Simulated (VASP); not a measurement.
Here is the system:

```
CELL_PARAMETERS angstrom
      4.26290     0.00000     0.00000
      0.00000     4.26290     0.00000
      0.00000     0.00000     4.26290
ATOMIC_POSITIONS crystal
  Ba 0.00000 0.00000 0.00000
  Hf 0.50000 0.50000 0.50000
  O  0.50000 0.00000 0.50000
  O  0.00000 0.50000 0.50000
  O  0.50000 0.50000 0.00000
```

Level of theory: vdW-DF2, VASP's PBE PAW potentials (set 64) (plane waves; VASP). Settings: 520 eV cut-off, 5×5×5 Γ-centred mesh, Gaussian smearing of 0.050 eV, potentials Ba_sv Hf_pv O.

Task: Predict the energy per atom (σ→0).

Result: 
```json
{
  "energy per atom (σ→0)": "-6.817 eV/atom"
}
```

The absolute energy has meaning only against runs of the same code, potentials and settings.

The compound is BaHfO3 in the cubic perovskite structure. It was relaxed first, which changed the volume by +7 %. The start is the result of an earlier pass.
